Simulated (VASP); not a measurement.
Calculation: optB88-vdW, VASP's PBE PAW potentials (set 64) (plane waves; VASP).

VASP ran on this input.

### INCAR
```
# general
SYSTEM   = Sb
PREC     = Accurate
ENCUT    = 520   # plane-wave cut-off (eV)
LREAL    = .FALSE.   # projection in real space or not
LASPH    = .TRUE.

# electronic loop
EDIFF    = 1E-6   # SCF stop (eV)
NELM     = 100   # most electronic steps
ALGO     = Normal   # blocked Davidson
LMAXMIX  = 4   # l cut-off of mixed one-centre charges

# smearing
ISMEAR   = 1   # Methfessel-Paxton
SIGMA    = 0.1   # width (eV)

# functional
GGA      = BO
LUSE_VDW = .TRUE.
AGGAC    = 0.0
PARAM1   = 0.1833333333
PARAM2   = 0.22

# ions
IBRION   = 2   # conjugate gradients
NSW      = 60
ISIF     = 3   # ions, shape and volume
EDIFFG   = -0.01

# output
LWAVE    = .FALSE.
LCHARG   = .FALSE.
```

File KPOINTS:
```
Automatic mesh
0
Gamma
9 9 9
0 0 0
```

POSCAR:
```
Sb
1
    3.9573420000    -2.1550000000     0.0000000000
    3.9573420000     2.1550000000     0.0000000000
    2.7838200000     0.0000000000     3.5432930000
Sb
2
Direct
  0.2335000000   0.2335000000   0.2335000000
  0.7665000000   0.7665000000   0.7665000000
```

POTCAR, in this order: Sb (PBE.64 set). Program: vasp_std.

Energy and stress use the plane-wave basis of the starting cell.

Task: Predict the energy per atom (σ→0), volume per atom.

Result: 
```json
{
 "energy per atom (σ→0)": "-2154 meV/atom",
 "volume_per_atom": "32.07 Å³/atom"
}
```

File OSZICAR:
```
...
DAV:   4    -0.430692669659E+01    0.10427E-06   -0.52718E-07   779   0.597E-03
   8 F= -.43069267E+01 E0= -.43070294E+01  d E =-.138412E-03
       N       E                     dE             d eps       ncg     rms          rms(c)
DAV:   1    -0.430700289148E+01   -0.76091E-04   -0.74465E-03  1575   0.505E-01    0.371E-02
DAV:   2    -0.430699251943E+01    0.10372E-04   -0.21295E-04  1560   0.111E-01    0.232E-02
DAV:   3    -0.430697984511E+01    0.12674E-04   -0.52683E-05  1828   0.432E-02    0.402E-03
DAV:   4    -0.430698010801E+01   -0.26290E-06   -0.30633E-06  1554   0.132E-02
   9 F= -.43069801E+01 E0= -.43070848E+01  d E =-.534114E-04
```

The compound is Sb in the a7 structure. This run relaxes it. Symmetry was kept, so distortions that lower it aren't found.
